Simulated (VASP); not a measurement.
These are PBEsol GGA, VASP's PBE PAW potentials (set 64) (plane waves; VASP 6.6.1) values and carry that method's errors.

Input for VASP

### INCAR
```
! general
SYSTEM  = GdN
PREC    = Accurate
ENCUT   = 600   ! plane-wave cut-off (eV)
LREAL   = .FALSE.   ! projection in real space or not
LASPH   = .TRUE.   ! aspherical one-centre terms

! electronic loop
EDIFF   = 1E-7
NELM    = 100
ALGO    = Normal   ! blocked Davidson
LMAXMIX = 6   ! l cut-off of mixed one-centre charges

! smearing
ISMEAR  = 1   ! Methfessel-Paxton
SIGMA   = 0.1   ! width (eV)

! functional
GGA     = PS   ! PBEsol

! ions
ISIF    = 2

! output
LWAVE   = .FALSE.
LCHARG  = .FALSE.
```

File KPOINTS:
```
Automatic
0
G
12 12 12
0 0 0
```

### POSCAR
```
GdN
3.378310
  0.0000000000   0.7071067493   0.7071067493
  0.7289760302   0.0000000000   0.7071067493
  0.7289760302   0.7071067493   0.0000000000
Gd N
1 1
Direct
  0.0000000000   0.0000000000   0.0000000000
  0.5000000000   0.5000000000   0.5000000000
```

POTCAR, in this order: Gd_3 N (PBE.64 set). Program: vasp_std.

Q: What will the output report for the number of irreducible k-points (NKPTS), number of bands (NBANDS), largest plane-wave count, number of space-group operations, FFT grid (NGX, NGY, NGZ)?

A: 
```json
{
 "number of irreducible k-points (NKPTS)": "163",
 "number of bands (NBANDS)": "11",
 "largest_plane_wave_count": "958",
 "number_of_space_group_operations": "16",
 "FFT grid (NGX, NGY, NGZ)": "28 × 28 × 28"
}
```

The compound is GdN in the rock salt structure. This cell was strained or had an atom moved on purpose. The 4f electrons are frozen in the core of the lanthanide potential, so 4f levels, which can set the real gap, and their magnetism are missing.
